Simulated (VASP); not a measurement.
```xyz
2
Lattice="0.0000 2.7868 2.7868 2.7868 0.0000 2.7868 2.7868 2.7868 0.0000" Properties=species:S:1:pos:R:3 pbc="T T T"
Ga     0.0000     0.0000     0.0000
As     1.3934     1.3934     1.3934
```

The numbers are results of G0W0 on PBE orbitals, VASP's PBE PAW potentials (set 64) (plane waves; VASP 6.6.1), not measurements. Numerical set-up: PREC = Normal, 500 eV cut-off, 4×4×4 Γ-centred mesh, Gaussian smearing of 0.010 eV, potentials Ga_d_GW As_GW.

The mesh is coarse and the basis finite, so the quasiparticle values are not converged.

NBANDS = 160, ENCUTGW = 200 eV, NOMEGA = 64. The PBE levels (eV) that the step starts from are:

```
state                           KS energy  filling
------------------------------  ---------  -------
k1 (0.00, 0.00, 0.00), band 6       -8.74        2
k1 (0.00, 0.00, 0.00), band 7        4.30        2
k1 (0.00, 0.00, 0.00), band 8        4.30        2
k1 (0.00, 0.00, 0.00), band 9        4.30        2
k1 (0.00, 0.00, 0.00), band 10       5.13        0
k1 (0.00, 0.00, 0.00), band 11       8.01        0
k1 (0.00, 0.00, 0.00), band 12       8.01        0
k1 (0.00, 0.00, 0.00), band 13       8.01        0
k2 (0.25, 0.00, 0.00), band 6       -8.00        2
k2 (0.25, 0.00, 0.00), band 7        0.06        2
k2 (0.25, 0.00, 0.00), band 8        3.58        2
k2 (0.25, 0.00, 0.00), band 9        3.58        2
k2 (0.25, 0.00, 0.00), band 10       5.87        0
k2 (0.25, 0.00, 0.00), band 11       8.91        0
k2 (0.25, 0.00, 0.00), band 12       8.91        0
k2 (0.25, 0.00, 0.00), band 13      10.46        0
k7 (0.50, 0.50, 0.00), band 6       -6.03        2
k7 (0.50, 0.50, 0.00), band 7       -2.75        2
k7 (0.50, 0.50, 0.00), band 8        1.46        2
k7 (0.50, 0.50, 0.00), band 9        1.46        2
k7 (0.50, 0.50, 0.00), band 10       5.65        0
k7 (0.50, 0.50, 0.00), band 11       5.91        0
k7 (0.50, 0.50, 0.00), band 12      14.79        0
k7 (0.50, 0.50, 0.00), band 13      14.79        0
```

**Question.** Give the quasiparticle energies and renormalisation factors Z.

**Answer.** 
```json
[
 {"state": "k1 (0.00, 0.00, 0.00), band 6", "QP energy (eV)": "-9.19", "Z": "0.64"},
 {"state": "k1 (0.00, 0.00, 0.00), band 7", "QP energy (eV)": "3.79", "Z": "0.77"},
 {"state": "k1 (0.00, 0.00, 0.00), band 8", "QP energy (eV)": "3.79", "Z": "0.77"},
 {"state": "k1 (0.00, 0.00, 0.00), band 9", "QP energy (eV)": "3.79", "Z": "0.77"},
 {"state": "k1 (0.00, 0.00, 0.00), band 10", "QP energy (eV)": "5.56", "Z": "0.77"},
 {"state": "k1 (0.00, 0.00, 0.00), band 11", "QP energy (eV)": "8.02", "Z": "0.76"},
 {"state": "k1 (0.00, 0.00, 0.00), band 12", "QP energy (eV)": "8.02", "Z": "0.76"},
 {"state": "k1 (0.00, 0.00, 0.00), band 13", "QP energy (eV)": "8.02", "Z": "0.76"},
 {"state": "k2 (0.25, 0.00, 0.00), band 6", "QP energy (eV)": "-8.49", "Z": "0.67"},
 {"state": "k2 (0.25, 0.00, 0.00), band 7", "QP energy (eV)": "-0.45", "Z": "0.73"},
 {"state": "k2 (0.25, 0.00, 0.00), band 8", "QP energy (eV)": "3.03", "Z": "0.76"},
 {"state": "k2 (0.25, 0.00, 0.00), band 9", "QP energy (eV)": "3.03", "Z": "0.76"},
 {"state": "k2 (0.25, 0.00, 0.00), band 10", "QP energy (eV)": "6.07", "Z": "0.77"},
 {"state": "k2 (0.25, 0.00, 0.00), band 11", "QP energy (eV)": "8.94", "Z": "0.76"},
 {"state": "k2 (0.25, 0.00, 0.00), band 12", "QP energy (eV)": "8.94", "Z": "0.76"},
 {"state": "k2 (0.25, 0.00, 0.00), band 13", "QP energy (eV)": "10.55", "Z": "0.75"},
 {"state": "k7 (0.50, 0.50, 0.00), band 6", "QP energy (eV)": "-6.48", "Z": "0.70"},
 {"state": "k7 (0.50, 0.50, 0.00), band 7", "QP energy (eV)": "-3.29", "Z": "0.71"},
 {"state": "k7 (0.50, 0.50, 0.00), band 8", "QP energy (eV)": "0.83", "Z": "0.74"},
 {"state": "k7 (0.50, 0.50, 0.00), band 9", "QP energy (eV)": "0.83", "Z": "0.74"},
 {"state": "k7 (0.50, 0.50, 0.00), band 10", "QP energy (eV)": "5.50", "Z": "0.78"},
 {"state": "k7 (0.50, 0.50, 0.00), band 11", "QP energy (eV)": "5.88", "Z": "0.78"},
 {"state": "k7 (0.50, 0.50, 0.00), band 12", "QP energy (eV)": "14.89", "Z": "0.73"},
 {"state": "k7 (0.50, 0.50, 0.00), band 13", "QP energy (eV)": "14.89", "Z": "0.73"}
]
```
On the mesh the gap opens from 0.83 to 1.71 eV.

The compound is GaAs in the zinc blende structure. This cell is one point of a volume scan, at 0.96 of the reference volume. The k-mesh is coarse (spacing up to 0.49 per Å, 2π included), so the numbers may not be converged in it.
